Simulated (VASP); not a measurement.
**Tc: surface energy and work function by face**

How do surface energy, work function and relaxation of Tc depend on the face?

Calculated with VASP 6.6.1; PBE; plane waves and PAW (Tc).

## Step 1: The structure

The structure is hexagonal, space group P6_3/mmc (No. 194). The conventional cell has a = 2.740 Å, b = 2.740 Å, c = 4.395 Å, α = 90.00°, β = 90.00°, γ = 120.00°. Nearest to Tc lie 12 Tc at 2.71 to 2.74 Å.

Coordinates:

```xyz
2
Lattice="2.7400 0.0000 0.0000 -1.3700 2.3729 0.0000 0.0000 0.0000 4.3950" Properties=species:S:1:pos:R:3 pbc="T T T"
Tc    0.0000    0.0000    0.0000
Tc    0.0000    1.5819    2.1975
```

## Step 2: The bulk reference, job relaxation, k-mesh 16×16×9

The bulk crystal is relaxed first, so that the slabs are cut at this functional's lattice.

INCAR reads:

```
SYSTEM = Tc
PREC = Accurate
ENCUT = 420
EDIFF = 1E-06
NELM = 120
ISMEAR = 1
SIGMA = 0.15
LREAL = .FALSE.
ALGO = Normal
GGA = PE
NBANDS = 13
LASPH = .TRUE.
LORBIT = 11
LWAVE = .FALSE.
LCHARG = .FALSE.
KPAR = 4
IBRION = 2
NSW = 30
ISIF = 3
EDIFFG = -0.01
POTIM = 0.4
```

POSCAR reads:

```
Tc
1.0
    2.7400000000      0.0000000000      0.0000000000
   -1.3700000000      2.3729096064      0.0000000000
    0.0000000000      0.0000000000      4.3949600000
Tc
2
Direct
    0.0000000000      0.0000000000      0.0000000000
    0.3333333333      0.6666666667      0.5000000000
```

KPOINTS reads:

```
Automatic mesh
0
Gamma
16 16 9
0 0 0
```

Potentials, in the order of the species: Tc (PBE family, release 64).

On the command line:

```console
$ mpirun -np 4 vasp_std
```

Log:

```text
[banner, memory and clock lines left out]
running    4 mpi-ranks, on    1 nodes
 distrk:  each k-point on    1 cores,    4 groups
 distr:  one band on    1 cores,    1 groups

 POSCAR found type information on POSCAR Tc
 POSCAR found :  1 types and       2 ions
 LDA part: xc-table for (Slater+PW92), standard interpolation
 POSCAR, INCAR and KPOINTS ok, starting setup
 FFT: planning ... GRIDC
 FFT: planning ... GRID_SOFT
 FFT: planning ... GRID
 WAVECAR not read
 entering main loop
       N       E                     dE             d eps       ncg     rms          rms(c)
DAV:   1     0.391088129314E+02    0.39109E+02   -0.54120E+03  3900   0.782E+02
DAV:   2    -0.208306661935E+02   -0.59939E+02   -0.54451E+02  4626   0.173E+02
DAV:   3    -0.221812353560E+02   -0.13506E+01   -0.13305E+01  4660   0.266E+01
DAV:   4    -0.221917136593E+02   -0.10478E-01   -0.10478E-01  4755   0.257E+00
DAV:   5    -0.221918999487E+02   -0.18629E-03   -0.18629E-03  4835   0.340E-01    0.230E+01
DAV:   6    -0.210116114539E+02    0.11803E+01   -0.15472E+00  4440   0.104E+01    0.786E+00
DAV:   7    -0.207585449885E+02    0.25307E+00   -0.52230E-01  4850   0.590E+00    0.334E-01
DAV:   8    -0.207454632466E+02    0.13082E-01   -0.66212E-03  4500   0.544E-01    0.142E-01
DAV:   9    -0.207433885940E+02    0.20747E-02   -0.10833E-03  4720   0.205E-01    0.354E-02
DAV:  10    -0.207433983057E+02   -0.97117E-05   -0.77584E-05  4859   0.724E-02    0.260E-02
DAV:  11    -0.207433872140E+02    0.11092E-04   -0.25504E-06  4333   0.141E-02    0.314E-03
DAV:  12    -0.207433854522E+02    0.17619E-05   -0.13298E-07  2830   0.275E-03    0.794E-04
DAV:  13    -0.207433856062E+02   -0.15409E-06   -0.13627E-08  2550   0.921E-04
   1 F= -.20743386E+02 E0= -.20743011E+02  d E =-.207434E+02
 curvature:   0.00 expect dE= 0.000E+00 dE for cont linesearch  0.000E+00
 trial: gam= 0.00000 g(F)=  0.845E-48 g(S)=  0.963E-03 ort = 0.000E+00 (trialstep = 0.100E+01)
 search vector abs. value=  0.963E-03
 bond charge predicted
       N       E                     dE             d eps       ncg     rms          rms(c)
DAV:   1    -0.207451193851E+02   -0.17339E-02   -0.77012E-02  4125   0.227E+00    0.459E-01
DAV:   2    -0.207436186938E+02    0.15007E-02   -0.19337E-03  4455   0.369E-01    0.121E-01
DAV:   3    -0.207433740291E+02    0.24466E-03   -0.46528E-04  4560   0.165E-01    0.329E-02
DAV:   4    -0.207433691871E+02    0.48420E-05   -0.23275E-05  4510   0.305E-02    0.478E-03
DAV:   5    -0.207433694830E+02   -0.29590E-06   -0.10662E-06  3227   0.789E-03
   2 F= -.20743369E+02 E0= -.20743032E+02  d E =0.161233E-04
[...]
3 F= -.20743617E+02 E0= -.20743262E+02  d E =-.231437E-03
[...]
4 F= -.20743675E+02 E0= -.20743333E+02  d E =-.583965E-04
 trial-energy change:   -0.000058  1 .order   -0.000054   -0.000215    0.000107
 step:   0.6149(harm=  0.5985)  dis= 0.00000  next Energy=   -20.743692 (dE=-0.752E-04)
 bond charge predicted
       N       E                     dE             d eps       ncg     rms          rms(c)
DAV:   1    -0.207437209255E+02   -0.45658E-04   -0.17621E-03  4105   0.315E-01    0.452E-02
DAV:   2    -0.207436979627E+02    0.22963E-04   -0.22446E-05  4630   0.381E-02    0.149E-02
DAV:   3    -0.207436926225E+02    0.53402E-05   -0.70316E-06  4415   0.194E-02    0.318E-03
DAV:   4    -0.207436923427E+02    0.27977E-06   -0.27110E-07  2080   0.397E-03
   5 F= -.20743692E+02 E0= -.20743346E+02  d E =-.752991E-04
 curvature:  -0.36 expect dE=-0.877E-06 dE for cont linesearch -0.906E-07
 trial: gam= 0.00000 g(F)=  0.391E-47 g(S)=  0.243E-05 ort =-0.853E-05 (trialstep = 0.841E+00)
 search vector abs. value=  0.243E-05
 reached required accuracy - stopping structural energy minimisation
```

Run time: 52 s. Hardware: 4 MPI ranks of AMD EPYC 7R43, shared host; peak memory 0.5 GiB; 2.7 min of CPU time.

Lines that name or quote the potential files are left out of all logs, and their timing lines are given in words.

Parts of OUTCAR (step 2):

```text
ion  position               nearest neighbor table
   1  0.000  0.000  0.000-   2 2.71   2 2.71   2 2.71   2 2.71   2 2.71   2 2.71
   2  0.333  0.667  0.500-   1 2.71   1 2.71   1 2.71   1 2.71   1 2.71   1 2.71

  LATTYP: Found a hexagonal cell.
 ALAT       =     2.7400000000
 C/A-ratio  =     1.6040000000

 Subroutine GETGRP returns: Found 24 space group operations
 (whereof 12 operations were pure point group operations)

The static configuration has the point symmetry D_3h.
 The point group associated with its full space group is D_6h.

 Found    150 irreducible k-points:

   k-points           NKPTS =    150   k-points in BZ     NKDIM =    150   number of bands    NBANDS=     13

   dimension x,y,z NGX =    18 NGY =   18 NGZ =   30
   dimension x,y,z NGXF=    36 NGYF=   36 NGZF=   60

   ENCUT  =  420.0 eV  30.87 Ry    5.56 a.u.   4.58  4.58  7.34*2*pi/ulx,y,z

   NELECT =      14.0000    total number of electrons

 k-points in reciprocal lattice and weights: Automatic mesh
   0.00000000  0.00000000  0.00000000       0.000
   0.06250000  0.00000000  0.00000000       0.003
   0.12500000  0.00000000  0.00000000       0.003
   0.18750000  0.00000000  0.00000000       0.003
   0.25000000  0.00000000  0.00000000       0.003
   0.31250000  0.00000000  0.00000000       0.003
   0.37500000  0.00000000  0.00000000       0.003
   0.43750000  0.00000000  0.00000000       0.003
   0.50000000  0.00000000  0.00000000       0.001
[...]
0.37500000  0.25000000  0.44444444       0.005
   0.31250000  0.31250000  0.44444444       0.005

 average (electrostatic) potential at core
       1 -64.6671       2 -64.6671

 E-fermi :  13.1296

 k-point     1 :       0.0000    0.0000    0.0000
  band No.  band energies     occupation
    ...
      5      11.6928      2.00000
      6      12.3105      2.00000
      7      12.3105      2.00000
      8      12.9823      2.04632
      9      12.9823      2.04631
     10      14.8480     -0.00000
     11      15.6620     -0.00000
     12      15.6620     -0.00000
     13      24.2488      0.00000

 k-point     2 :       0.0625    0.0000    0.0000
  band No.  band energies     occupation
    ...
      5      11.9762      2.00000
      6      12.2332      2.00000
      7      12.4271      2.00000
      8      12.8059      2.00928
      9      12.8817      2.04132
     10      13.9667     -0.00000
     11      15.7266     -0.00000
     12      16.7500      0.00000
     13      24.2293      0.00000

 k-point     3 :       0.1250    0.0000    0.0000
  band No.  band energies     occupation
    ...
      5      12.0800      2.00000
      6      12.1116      2.00000
      7      12.3846      2.00000
      8      12.6229      2.00002
      9      12.7692      2.00354
     10      13.2679     -0.03002
     11      15.8824     -0.00000
     12      18.2472      0.00000
     13      24.1516      0.00000

  Total        0.0067321      0.0067321      0.0059514      0.0000000      0.0000000      0.0000000
  in kB        0.3769090      0.3769090      0.3331988      0.0000000      0.0000000      0.0000000
  external PRESSURE =       0.3623389 kB  Pullay stress =       0.0000000 kB

  energy-cutoff  :      420.00
  volume of cell :       28.62
      direct lattice vectors                 reciprocal lattice vectors
     2.744611293  0.000000000  0.000000000     0.364350319  0.210357755 -0.000000000
    -1.372305647  2.376903103  0.000000000     0.000000000  0.420715509 -0.000000000
    -0.000000000  0.000000000  4.386668398     0.000000000  0.000000000  0.227963436

 POSITION                                       TOTAL-FORCE (eV/Angst)
 -----------------------------------------------------------------------------------
      0.00000      0.00000      0.00000         0.000000     -0.000000      0.000000
     -0.00000      1.58460      2.19333        -0.000000      0.000000      0.000000
 -----------------------------------------------------------------------------------
    total drift:                                0.000000     -0.000000     -0.000000

  FREE ENERGIE OF THE ION-ELECTRON SYSTEM (eV)
  ---------------------------------------------------
  free  energy   TOTEN  =       -20.7436923427 eV

  energy  without entropy=      -20.7426525963  energy(sigma->0) =      -20.74334576

 reached required accuracy - stopping structural energy minimisation

 total charge
# of ion       s       p       d       tot
------------------------------------------
    1        0.583   0.716   5.443   6.742
    2        0.583   0.716   5.443   6.742
--------------------------------------------------
tot          1.166   1.432  10.886  13.484

[... 3 further parts left out ...]
```

CONTCAR:

```
Tc
   1.00000000000000
     2.7446112930833624    0.0000000000000000    0.0000000000000000
    -1.3723056465416812    2.3769031033546422    0.0000000000000000
    -0.0000000000000000    0.0000000000000000    4.3866683979247059
  Tc
     2
Direct
     0.0000000000000000    0.0000000000000000    0.0000000000000000
     0.3333333332999970    0.6666666667000030    0.5000000000000000
```

The data set Tc keeps the semicore shell frozen, which is cheaper and a little less accurate. The run keeps the 24 symmetry operations of its start, so it cannot find a distortion of lower symmetry.

The steps of the relaxation:

```tsv
step	energy less that of the first step (eV)	largest force (eV/Å)	pressure (GPa)	volume (Å³)
1	0.0000	0.0000	0.48	28.58
2	0.0000	0.0000	-1.03	28.72
3	-0.0002	0.0000	-0.25	28.64
4	-0.0003	0.0000	0.16	28.60
5	-0.0003	0.0000	0.04	28.62
```

```tsv
conventional cell, symmetrised	before	after	change
a (Å)	2.740	2.745	+0.2 %
b (Å)	2.740	2.745	+0.2 %
c (Å)	4.395	4.387	-0.2 %
volume (Å³/atom)	14.29	14.31	+0.1 %
```

Final coordinates:

```cif
data_structure
_symmetry_space_group_name_H-M 'P 1'
_symmetry_Int_Tables_number 1
_cell_length_a 2.7446
_cell_length_b 2.7446
_cell_length_c 4.3867
_cell_angle_alpha 90.000
_cell_angle_beta 90.000
_cell_angle_gamma 120.000
_cell_volume 28.62
loop_
_atom_site_label
_atom_site_type_symbol
_atom_site_fract_x
_atom_site_fract_y
_atom_site_fract_z
_atom_site_occupancy
Tc1 Tc 0.00000 0.00000 0.00000 1
Tc2 Tc 0.33333 0.66667 0.50000 1
```

Numbers from this step:

```
electronic cycles       : 31
electrons               : 14
free energy (TOTEN)     : -20.74 eV
energy at zero smearing : -20.74 eV
Fermi energy            : 13.13 eV
metallic                : yes
```

The run ended after 5 ionic steps, 0.000 eV below its first step, once forces and stress met EDIFFG = -0.01.

Energy at zero smearing: -20.74335 eV.

## Step 3: The bulk reference, job self-consistent run, k-mesh 19×19×11

INCAR reads:

```
SYSTEM = Tc
PREC = Normal
ENCUT = 320
EDIFF = 1E-06
NELM = 120
ISMEAR = 1
SIGMA = 0.15
LREAL = .FALSE.
ALGO = Fast
GGA = PE
NBANDS = 13
LASPH = .TRUE.
LORBIT = 11
LWAVE = .FALSE.
LCHARG = .FALSE.
KPAR = 4
```

POSCAR reads:

```
Tc
1.0
    2.7446112931      0.0000000000      0.0000000000
   -1.3723056465      2.3769031034      0.0000000000
    0.0000000000      0.0000000000      4.3866683979
Tc
2
Direct
    0.0000000000      0.0000000000      0.0000000000
    0.3333333333      0.6666666667      0.5000000000
```

KPOINTS reads:

```
Automatic mesh
0
Gamma
19 19 11
0 0 0
```

On the command line:

```console
$ mpirun -np 4 vasp_std
```

Log:

```text
[... set-up lines as in an earlier step ...]
 entering main loop
       N       E                     dE             d eps       ncg     rms          rms(c)
DAV:   1     0.271256497444E+02    0.27126E+02   -0.46113E+03  6434   0.615E+02
DAV:   2    -0.211643827341E+02   -0.48290E+02   -0.43678E+02  7256   0.149E+02
DAV:   3    -0.221778647007E+02   -0.10135E+01   -0.10040E+01  7515   0.224E+01
DAV:   4    -0.221859407597E+02   -0.80761E-02   -0.80755E-02  7650   0.219E+00
DAV:   5    -0.221860866733E+02   -0.14591E-03   -0.14591E-03  7775   0.289E-01    0.229E+01
RMM:   6    -0.210079763224E+02    0.11781E+01   -0.14559E+00  6265   0.943E+00    0.815E+00
RMM:   7    -0.207612406226E+02    0.24674E+00   -0.71604E-01  6407   0.617E+00    0.596E-01
RMM:   8    -0.207514519474E+02    0.97887E-02   -0.31361E-02  6590   0.124E+00    0.245E-01
RMM:   9    -0.207498738318E+02    0.15781E-02   -0.59493E-03  6652   0.455E-01    0.937E-02
RMM:  10    -0.207498739136E+02   -0.81776E-07   -0.77220E-04  6763   0.216E-01    0.188E-02
RMM:  11    -0.207498855235E+02   -0.11610E-04   -0.15250E-04  6952   0.792E-02    0.559E-03
RMM:  12    -0.207498849321E+02    0.59145E-06   -0.20125E-05  6738   0.315E-02    0.311E-03
RMM:  13    -0.207498858434E+02   -0.91129E-06   -0.49197E-06  5674   0.129E-02
   1 F= -.20749886E+02 E0= -.20750181E+02  d E =0.884413E-03
```

The job ended after 15 s (4 MPI ranks; peak memory 0.39 GiB; 44 s of CPU time).

Parts of OUTCAR (step 3):

```text
  LATTYP: Found a hexagonal cell.
 ALAT       =     2.7446112931
 C/A-ratio  =     1.5982840298

 Found    240 irreducible k-points:

   k-points           NKPTS =    240   k-points in BZ     NKDIM =    240   number of bands    NBANDS=     13

   dimension x,y,z NGX =    12 NGY =   12 NGZ =   20
   dimension x,y,z NGXF=    24 NGYF=   24 NGZF=   40

   ENCUT  =  320.0 eV  23.52 Ry    4.85 a.u.   4.00  4.00  6.40*2*pi/ulx,y,z

   NELECT =      14.0000    total number of electrons

 E-fermi :  13.1205

 k-point     1 :       0.0000    0.0000    0.0000
  band No.  band energies     occupation
    ...
      5      11.6956      2.00000
      6      12.3148      2.00000
      7      12.3148      2.00000
      8      12.9857      2.02226
      9      12.9858      2.02225
     10      14.8463     -0.00000
     11      15.6651     -0.00000
     12      15.6651     -0.00000
     13      24.2484      0.00000

 k-point     2 :       0.0526    0.0000    0.0000
  band No.  band energies     occupation
    ...
      5      11.9292      2.00000
      6      12.2583      2.00000
      7      12.3979      2.00000
      8      12.8650      2.03680
      9      12.9135      2.06495
     10      14.1256     -0.00000
     11      15.7117     -0.00000
     12      16.5277      0.00000
     13      24.2351      0.00000

  Total       -0.1424188     -0.1424188     -0.1083422     -0.0000000      0.0000000     -0.0000000
  in kB       -7.9735314     -7.9735314     -6.0656998     -0.0000000      0.0000000     -0.0000000
  external PRESSURE =      -7.3375875 kB  Pullay stress =       0.0000000 kB

  energy-cutoff  :      320.00
  volume of cell :       28.62
      direct lattice vectors                 reciprocal lattice vectors
     2.744611293  0.000000000  0.000000000     0.364350319  0.210357755  0.000000000
    -1.372305647  2.376903103  0.000000000     0.000000000  0.420715509  0.000000000
     0.000000000  0.000000000  4.386668398     0.000000000  0.000000000  0.227963436

 POSITION                                       TOTAL-FORCE (eV/Angst)
 -----------------------------------------------------------------------------------
      0.00000      0.00000      0.00000        -0.000000      0.000000      0.000000
     -0.00000      1.58460      2.19333         0.000000     -0.000000      0.000000
 -----------------------------------------------------------------------------------
    total drift:                                0.000000     -0.000000     -0.000000

  FREE ENERGIE OF THE ION-ELECTRON SYSTEM (eV)
  ---------------------------------------------------
  free  energy   TOTEN  =       -20.7498858434 eV

  energy  without entropy=      -20.7507702563  energy(sigma->0) =      -20.75018065

 total charge
# of ion       s       p       d       tot
------------------------------------------
    1        0.583   0.716   5.440   6.738
    2        0.583   0.716   5.440   6.738
--------------------------------------------------
tot          1.165   1.431  10.880  13.477

[... 3 parts as in an earlier step ...]

[... 6 further parts left out ...]
```

This step gave:

```yaml
electronic_cycles: 13
free_energy_toten: -20.75 eV
energy_at_zero_smearing: -20.75 eV
fermi_energy: 13.12 eV
```

Energy at zero smearing: -20.75018 eV.

The run ends at a pressure of -0.73 GPa.

(Continued in part 2 of 5.)

[Lines on the potential files, build, host, timing and source positions are cut from VASP's logs without a mark.]

[Logs are printed without paths, hosts, clocks, repeated set-up lines and the standing remarks that a program may print on its own settings, such as how far it seeks lower states.]

[Hosts, paths, dates, database ids (printed as entryN), source tags and the programs' standing remarks are cut or masked in the printed files.]

[Runs that stopped without an error message from VASP are left out.]
